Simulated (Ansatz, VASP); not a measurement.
**Cross-check of Ga2O3 between VASP and Ansatz**

One calculation is typed for both programs; each brings its own data sets. How far apart do they land? The cell is taken from a series of runs on this material, whose earlier steps may have relaxed, scaled, displaced or heated it; both programs get it as it stands.

Method: plane waves, with VASP 6.6.1 beside it; r2SCAN, in Ansatz 0.2.0.

**1. The starting structure**

The structure is monoclinic, space group C2/m (No. 12). Conventional cell: a = 12.214 Å, b = 3.037 Å, c = 5.798 Å, α = 90.00°, β = 103.83°, γ = 90.00°. Nearest to Ga lie 4 O at 1.83 to 1.86 Å. Nearest to Ga lie 6 O at 1.94 to 2.07 Å. Nearest to O lie 3 Ga at 1.83 to 1.94 Å. O has 4 Ga at 1.86 to 2.07 Å nearest. Nearest to O lie 3 Ga at 1.83 to 1.94 Å. Farther neighbours and most contacts between anions are not listed.

**2. VASP: G0W0 gap, r2SCAN**

Quasiparticle shifts depend on high empty states and on the cores, so they are the hardest test of two PAW sets.

Lines of VASP's logs that name or quote its potential files are left out, and so is its time.

The run reads the wave functions of an earlier VASP run, which isn't shown here.

File INCAR:

```
SYSTEM = Ga2O3
PREC = Accurate
ENCUT = 440
ISMEAR = 0
SIGMA = 0.01
LREAL = .FALSE.
METAGGA = R2SCAN
LASPH = .TRUE.
NBANDS = 144
ALGO = EVGW0
NELMGW = 1
ENCUTGW = 54
NOMEGA = 64
PRECFOCK = Fast
NBANDSGW = 64
LWAVE = .FALSE.
LCHARG = .FALSE.
```

File POSCAR:

```
Ga2O3
1.0
    6.1070000000     -1.5185500000      0.0000000000
    6.1070000000      1.5185500000      0.0000000000
   -1.3859888959      0.0000000000      5.6300087380
Ga O
4 6
Direct
    0.0905000000      0.0905000000      0.7946000000
    0.9095000000      0.9095000000      0.2054000000
    0.6586600000      0.6586600000      0.3140200000
    0.3413400000      0.3413400000      0.6859800000
    0.1645000000      0.1645000000      0.1098000000
    0.8355000000      0.8355000000      0.8902000000
    0.1733000000      0.1733000000      0.5632000000
    0.8267000000      0.8267000000      0.4368000000
    0.4959000000      0.4959000000      0.2566000000
    0.5041000000      0.5041000000      0.7434000000
```

File KPOINTS:

```
Automatic mesh
0
Gamma
6 6 4
0 0 0
```

Potentials, in the order of the species: Ga_d_GW and O_GW (PBE family, release 64).

Command:

```console
mpirun -np 16 vasp_std
```

Numbers of over 12 decimals in the logs are rounded to 6 here.

What it wrote:

```text
[banner, memory and clock lines left out]
running   16 mpi-ranks, on    1 nodes
 distrk:  each k-point on   16 cores,    1 groups
 distr:  one band on    1 cores,   16 groups

 POSCAR found type information on POSCAR GaO
 POSCAR found :  2 types and      10 ions
|                                                                             |
|           W    W    AA    RRRRR   N    N  II  N    N   GGGG   !!!           |
|           W    W   A  A   R    R  NN   N  II  NN   N  G    G  !!!           |
|           W    W  A    A  R    R  N N  N  II  N N  N  G       !!!           |
|           W WW W  AAAAAA  RRRRR   N  N N  II  N  N N  G  GGG   !            |
|           WW  WW  A    A  R   R   N   NN  II  N   NN  G    G                |
|           W    W  A    A  R    R  N    N  II  N    N   GGGG   !!!           |
|                                                                             |
|     For optimal performance we recommend to set                             |
|       NCORE = 2 up to number-of-cores-per-socket                            |
|     NCORE specifies how many cores store one orbital (NPAR=cpu/NCORE).      |
|     This setting can greatly improve the performance of VASP for DFT.       |
|     The default, NCORE=1 might be grossly inefficient on modern             |
|     multi-core architectures or massively parallel machines. Do your        |
|     Unfortunately you need to use the default for GW and RPA                |
|     calculations (for HF NCORE is supported but not extensively tested      |
|     yet).                                                                   |
|                                                                             |

|                                                                             |
|               ----> ADVICE to this user running VASP <----                  |
|                                                                             |
|     You enforced a specific xc type in the INCAR file but a different       |
|     [... a line on the potential file left out ...]
|     I HOPE YOU KNOW WHAT YOU ARE DOING!                                     |
|                                                                             |

|                                                                             |
|           W    W    AA    RRRRR   N    N  II  N    N   GGGG   !!!           |
|           W    W   A  A   R    R  NN   N  II  NN   N  G    G  !!!           |
|           W    W  A    A  R    R  N N  N  II  N N  N  G       !!!           |
|           W WW W  AAAAAA  RRRRR   N  N N  II  N  N N  G  GGG   !            |
|           WW  WW  A    A  R   R   N   NN  II  N   NN  G    G                |
|           W    W  A    A  R    R  N    N  II  N    N   GGGG   !!!           |
|                                                                             |
|     The default for ENCUTGWSOFT is different in this version of VASP.       |
|     please manually set ENCUTGWSOFT =54 in the INCAR file.                  |
|                                                                             |

 LDA part: xc-table for (None), standard interpolation
 found WAVECAR, reading the header
 POSCAR, INCAR and KPOINTS ok, starting setup
 FFT: planning ... GRIDC
 FFT: planning ... GRID_SOFT
 FFT: planning ... GRID
 reading WAVECAR
 the WAVECAR file was read successfully
 initial charge from wavefunction
 available memory per node:     18.97 GB, setting MAXMEM to     19426

 The Fermi energy was updated, please check that it is located mid-gap
 values below the HOMO (VB) or above the LUMO (CB) will cause erroneous energies
 E-fermi :   4.8255

 calculate exact exchange contribution
 the WAVEDER file was read successfully
energies w=
    0.000    0.000    0.595    0.000    1.188    0.000    1.779    0.000
    2.366    0.000    2.948    0.000    3.523    0.000    4.093    0.000
    4.655    0.000    5.209    0.000    5.756    0.000    6.296    0.000
    6.828    0.000    7.352    0.000    7.870    0.000    8.383    0.000
    8.889    0.000    9.392    0.000    9.890    0.000   10.386    0.000
   10.880    0.000   11.373    0.000   11.866    0.000   12.361    0.000
   12.858    0.000   13.360    0.000   13.866    0.000   14.380    0.000
   14.902    0.000   15.434    0.000   15.978    0.000   16.535    0.000
   17.109    0.000   17.702    0.000   18.316    0.000   18.954    0.000
   19.620    0.000   20.317    0.000   21.051    0.000   21.826    0.000
[...]
performed       9975000 updates of chi_q(r,r)
 total number of BLAS operations        745.64 Gflops
NQ=   4    0.5000   -0.0000    0.0000,
|.........|.........|.........|.........|.........|.........|.........|.........
 performed      12643000 updates of chi_q(r,r)
 total number of BLAS operations        934.23 Gflops
NQ=   5    0.1667    0.1667   -0.0000,
|.........|.........|.........|.........|.........|.........|.........|.........
 performed      15569000 updates of chi_q(r,r)
 total number of BLAS operations       1119.65 Gflops
NQ=   6    0.3333    0.1667   -0.0000,
|.........|.........|.........|.........|.........|.........|.........|.........
 performed      19490000 updates of chi_q(r,r)
 total number of BLAS operations       1390.98 Gflops
NQ=   7    0.5000    0.1667    0.0000,
[...]
|.........|.........|.........|.........|.........|.........|.........|.........
 performed      64621000 updates of chi_q(r,r)
 total number of BLAS operations       4617.05 Gflops
NQ=  20    0.1667    0.1667    0.2500,
|.........|.........|.........|.........|.........|.........|.........|.........
 performed      67547000 updates of chi_q(r,r)
 total number of BLAS operations       4815.18 Gflops
NQ=  21    0.3333    0.1667    0.2500,
|.........|.........|.........|.........|.........|.........|.........|.........
 performed      71468000 updates of chi_q(r,r)
 total number of BLAS operations       5069.29 Gflops
NQ=  22    0.5000    0.1667    0.2500,
|.........|.........|.........|.........|.........|.........|.........|.........
 performed      75389000 updates of chi_q(r,r)
 total number of BLAS operations       5352.41 Gflops
NQ=  23   -0.3333    0.1667    0.2500,
|.........|.........|.........|.........|.........|.........|.........|.........
 performed      79310000 updates of chi_q(r,r)
 total number of BLAS operations       5653.70 Gflops
NQ=  24   -0.1667    0.1667    0.2500,
|.........|.........|.........|.........|.........|.........|.........|.........
 performed      83231000 updates of chi_q(r,r)
 total number of BLAS operations       5919.23 Gflops
NQ=  25    0.3333    0.3333    0.2500,
|.........|.........|.........|.........|.........|.........|.........|.........
 performed      86157000 updates of chi_q(r,r)
 total number of BLAS operations       6117.36 Gflops
NQ=  26    0.5000    0.3333    0.2500,
|.........|.........|.........|.........|.........|.........|.........|.........
 performed      90078000 updates of chi_q(r,r)
 total number of BLAS operations       6388.69 Gflops
NQ=  27   -0.3333    0.3333    0.2500,
|.........|.........|.........|.........|.........|.........|.........|.........
 performed      93999000 updates of chi_q(r,r)
 total number of BLAS operations       6683.86 Gflops
NQ=  28   -0.1667    0.3333    0.2500,
|.........|.........|.........|.........|.........|.........|.........|.........
 performed      97920000 updates of chi_q(r,r)
 total number of BLAS operations       6985.15 Gflops
NQ=  29    0.5000    0.5000    0.2500,
|.........|.........|.........|.........|.........|.........|.........|.........
 performed     100846000 updates of chi_q(r,r)
 total number of BLAS operations       7187.61 Gflops
NQ=  30   -0.3333    0.5000    0.2500,
|.........|.........|.........|.........|.........|.........|.........|.........
 performed     104767000 updates of chi_q(r,r)
 total number of BLAS operations       7453.14 Gflops
NQ=  31   -0.1667    0.5000    0.2500,
|.........|.........|.........|.........|.........|.........|.........|.........
 performed     108688000 updates of chi_q(r,r)
 total number of BLAS operations       7754.43 Gflops
NQ=  32   -0.3333   -0.3333    0.2500,
|.........|.........|.........|.........|.........|.........|.........|.........
 performed     111614000 updates of chi_q(r,r)
 total number of BLAS operations       7961.27 Gflops
NQ=  33   -0.1667   -0.3333    0.2500,
|.........|.........|.........|.........|.........|.........|.........|.........
 performed     115535000 updates of chi_q(r,r)
 total number of BLAS operations       8226.79 Gflops
NQ=  34   -0.1667   -0.1667    0.2500,
|.........|.........|.........|.........|.........|.........|.........|.........
 performed     118461000 updates of chi_q(r,r)
 total number of BLAS operations       8442.53 Gflops
NQ=  35    0.0000    0.0000    0.5000,
|.........|.........|.........|.........|.........|.........|.........|.........
 performed     120594000 updates of chi_q(r,r)
 total number of BLAS operations       8586.99 Gflops
NQ=  36    0.1667   -0.0000    0.5000,
|.........|.........|.........|.........|.........|.........|.........|.........
 performed     124515000 updates of chi_q(r,r)
 total number of BLAS operations       8829.93 Gflops
NQ=  37    0.3333   -0.0000    0.5000,
|.........|.........|.........|.........|.........|.........|.........|.........
 performed     128436000 updates of chi_q(r,r)
 total number of BLAS operations       9084.04 Gflops
NQ=  38    0.5000   -0.0000    0.5000,
|.........|.........|.........|.........|.........|.........|.........|.........
 performed     131104000 updates of chi_q(r,r)
 total number of BLAS operations       9280.75 Gflops
NQ=  39    0.1667    0.1667    0.5000,
|.........|.........|.........|.........|.........|.........|.........|.........
 performed     134030000 updates of chi_q(r,r)
 total number of BLAS operations       9478.88 Gflops
NQ=  40    0.3333    0.1667    0.5000,
|.........|.........|.........|.........|.........|.........|.........|.........
 performed     137951000 updates of chi_q(r,r)
 total number of BLAS operations       9738.66 Gflops
NQ=  41    0.5000    0.1667    0.5000,
|.........|.........|.........|.........|.........|.........|.........|.........
 performed     141872000 updates of chi_q(r,r)
 total number of BLAS operations      10004.19 Gflops
NQ=  42   -0.3333    0.1667    0.5000,
|.........|.........|.........|.........|.........|.........|.........|.........
 performed     145793000 updates of chi_q(r,r)
 total number of BLAS operations      10293.31 Gflops
NQ=  43   -0.1667    0.1667    0.5000,
|.........|.........|.........|.........|.........|.........|.........|.........
 performed     148682000 updates of chi_q(r,r)
 total number of BLAS operations      10472.30 Gflops
NQ=  44    0.3333    0.3333    0.5000,
|.........|.........|.........|.........|.........|.........|.........|.........
 performed     151608000 updates of chi_q(r,r)
 total number of BLAS operations      10666.15 Gflops
NQ=  45    0.5000    0.3333    0.5000,
|.........|.........|.........|.........|.........|.........|.........|.........
 performed     155529000 updates of chi_q(r,r)
 total number of BLAS operations      10931.67 Gflops
NQ=  46   -0.3333    0.3333    0.5000,
|.........|.........|.........|.........|.........|.........|.........|.........
 performed     158418000 updates of chi_q(r,r)
 total number of BLAS operations      11135.91 Gflops
NQ=  47    0.5000    0.5000    0.5000,
|.........|.........|.........|.........|.........|.........|.........|.........
 performed     160551000 updates of chi_q(r,r)
 total number of BLAS operations      11286.72 Gflops
 resolving degeneracies of screened two electron integrals

 calculate QP shifts <psi_nk| G(iteration)W_0 |psi_nk>: iteration 1
 entering main loop
```

Parts of OUTCAR (step 2):

```text
ion  position               nearest neighbor table
   1  0.090  0.090  0.795-  10 1.83  10 1.83   5 1.83   7 1.86
   2  0.910  0.910  0.205-   9 1.83   9 1.83   6 1.83   8 1.86
   3  0.659  0.659  0.314-   9 1.94   5 1.94   5 1.94   8 2.01   7 2.07   7 2.07
   4  0.341  0.341  0.686-  10 1.94   6 1.94   6 1.94   7 2.01   8 2.07   8 2.07
   5  0.164  0.164  0.110-   1 1.83   3 1.94   3 1.94
   6  0.836  0.836  0.890-   2 1.83   4 1.94   4 1.94
   7  0.173  0.173  0.563-   1 1.86   4 2.01   3 2.07   3 2.07
   8  0.827  0.827  0.437-   2 1.86   3 2.01   4 2.07   4 2.07
   9  0.496  0.496  0.257-   2 1.83   2 1.83   3 1.94
  10  0.504  0.504  0.743-   1 1.83   1 1.83   4 1.94

  LATTYP: Found a base centered monoclinic cell.
 ALAT       =    12.2140000000
 B/A-ratio  =     0.2486572785
 C/A-ratio  =     0.4747093499
 COS(beta)  =    -0.2390419096

 Subroutine GETGRP returns: Found  4 space group operations
 (whereof  4 operations were pure point group operations)

The static configuration has the point symmetry C_2h.

 Found     47 irreducible k-points:

   k-points           NKPTS =     47   k-points in BZ     NKDIM =    144   number of bands    NBANDS=    144

   dimension x,y,z NGX =    48 NGY =   48 NGZ =   40
   dimension x,y,z NGXF=    96 NGYF=   96 NGZF=   80

   ENCUT  =  440.0 eV  32.34 Ry    5.69 a.u.  10.76 10.76  9.92*2*pi/ulx,y,z

   NELECT =      88.0000    total number of electrons

  energy-cutoff  :      440.00
  volume of cell :      104.42
      direct lattice vectors                 reciprocal lattice vectors
     6.107000000 -1.518550000  0.000000000     0.081873260 -0.329261467  0.020155462
     6.107000000  1.518550000  0.000000000     0.081873260  0.329261467  0.020155462
    -1.385988896  0.000000000  5.630008738     0.000000000  0.000000000  0.177619618

 k-points in reciprocal lattice and weights: Automatic mesh
   0.00000000  0.00000000  0.00000000       0.007
   0.16666667 -0.00000000 -0.00000000       0.028
   0.33333333 -0.00000000 -0.00000000       0.028
   0.50000000 -0.00000000  0.00000000       0.014
   0.16666667  0.16666667 -0.00000000       0.014
   0.33333333  0.16666667 -0.00000000       0.028
   0.50000000  0.16666667  0.00000000       0.028
  -0.33333333  0.16666667  0.00000000       0.028
  -0.16666667  0.16666667  0.00000000       0.014
[...]
-0.33333333  0.33333333  0.50000000       0.014
   0.50000000  0.50000000  0.50000000       0.007

 E-fermi :   4.8255

 QP shifts <psi_nk| G(iteration)W_0 |psi_nk>: iteration 1
 for sc-GW calculations column KS-energies equals QP-energies in previous step
 and V_xc(KS)=  KS-energies - (<T + V_ion + V_H > + <T+V_H+V_ion>^1  + <V_x>^1)
 k-point   1 :       0.0000    0.0000    0.0000
  band No.  KS-energies  QP-energies   sigma(KS)   V_xc(KS)     V^pw_x(r,r')   Z            occupation Imag(sigma)
    ...
     41       2.6489       2.2708     -21.0873     -20.6071     -25.6828       0.7874       2.0000       0.0796
     42       2.8248       2.3872     -20.8929     -20.3344     -25.6679       0.7835       2.0000       0.0840
     43       3.0245       2.6235     -20.9805     -20.4697     -25.6220       0.7850       2.0000       0.0804
     44       3.2773       2.8610     -21.3554     -20.8280     -26.0891       0.7894       2.0000       0.0791
     45       6.3571       7.4739     -12.1639     -13.4827      -9.0317       0.8468       0.0000      -0.0436
     46       9.7210      11.3393     -12.0965     -14.0472      -8.6475       0.8296       0.0000      -0.0570
     47      10.7426      12.0055     -10.7041     -12.2140      -7.1377       0.8364       0.0000      -0.0570
     48      10.8762      12.5982     -12.2561     -14.3358      -8.6476       0.8280       0.0000      -0.0605
    ...

 k-point   2 :       0.1667   -0.0000   -0.0000
  band No.  KS-energies  QP-energies   sigma(KS)   V_xc(KS)     V^pw_x(r,r')   Z            occupation Imag(sigma)
    ...
     41       2.3520       1.8511     -20.8426     -20.2059     -25.3909       0.7867       2.0000       0.0813
     42       2.6675       2.1788     -20.5334     -19.9072     -25.3308       0.7803       2.0000       0.0869
     43       2.8879       2.4370     -20.8257     -20.2494     -25.5581       0.7824       2.0000       0.0837
     44       3.2664       2.8262     -21.3702     -20.8121     -26.1434       0.7888       2.0000       0.0799
     45       7.6727       9.0142     -13.1704     -14.7733     -10.2197       0.8369       0.0000      -0.0455
     46      10.1447      11.7853     -12.1478     -14.1342      -8.6304       0.8259       0.0000      -0.0606
     47      11.1775      13.0545     -12.7417     -15.0250      -9.1308       0.8221       0.0000      -0.0629
     48      11.6491      13.0894     -11.3626     -13.1012      -7.6989       0.8284       0.0000      -0.0634
    ...

 k-point   3 :       0.3333   -0.0000   -0.0000
  band No.  KS-energies  QP-energies   sigma(KS)   V_xc(KS)     V^pw_x(r,r')   Z            occupation Imag(sigma)
    ...
     41       2.3287       1.8659     -20.8869     -20.2999     -25.3798       0.7885       2.0000       0.0796
     42       2.5496       2.0022     -20.4864     -19.7835     -25.2554       0.7790       2.0000       0.0879
     43       2.6838       2.1529     -20.5142     -19.8330     -25.2979       0.7794       2.0000       0.0875
     44       3.2025       2.6995     -21.3282     -20.6882     -26.2173       0.7860       2.0000       0.0826
     45       9.7443      11.3443     -13.0943     -15.0293      -9.7567       0.8269       0.0000      -0.0573
     46      10.1783      11.6223     -11.1359     -12.8668      -7.5680       0.8343       0.0000      -0.0569
     47      10.9128      12.6112     -11.9055     -13.9542      -8.2442       0.8290       0.0000      -0.0618
     48      11.8673      13.5433     -11.7130     -13.7446      -8.0001       0.8250       0.0000      -0.0654
    ...

 k-point   4 :       0.5000   -0.0000    0.0000
  band No.  KS-energies  QP-energies   sigma(KS)   V_xc(KS)     V^pw_x(r,r')   Z            occupation Imag(sigma)
    ...
     41       2.5609       2.1134     -21.0497     -20.4827     -25.5562       0.7891       2.0000       0.0784
     42       2.5834       2.0795     -20.5950     -19.9503     -25.2885       0.7818       2.0000       0.0852
     43       2.8520       2.3822     -21.0019     -20.4042     -25.6602       0.7861       2.0000       0.0816
     44       3.1382       2.5795     -21.2559     -20.5429     -26.2615       0.7836       2.0000       0.0855
     45       9.7044      10.9914     -10.3695     -11.8960      -6.8125       0.8431       0.0000      -0.0527
     46      10.6356      12.1743     -11.2029     -13.0430      -7.4869       0.8362       0.0000      -0.0593
     47      11.3420      13.1374     -12.3441     -14.5268      -8.6259       0.8225       0.0000      -0.0677
     48      11.6227      13.3418     -11.9216     -14.0036      -8.2945       0.8257       0.0000      -0.0629
    ...

[... 4 further parts left out ...]
```

[end of part 1 of 2]

[Lines on the potential files, build, host, timing and source positions are cut from VASP's logs without a mark.]

[Logs are printed without paths, hosts, clocks, repeated set-up lines and the standing remarks that a program may print on its own settings, such as how far it seeks lower states.]

[Hosts, paths, dates, database ids (printed as entryN), source tags and the programs' standing remarks are cut or masked in the printed files.]
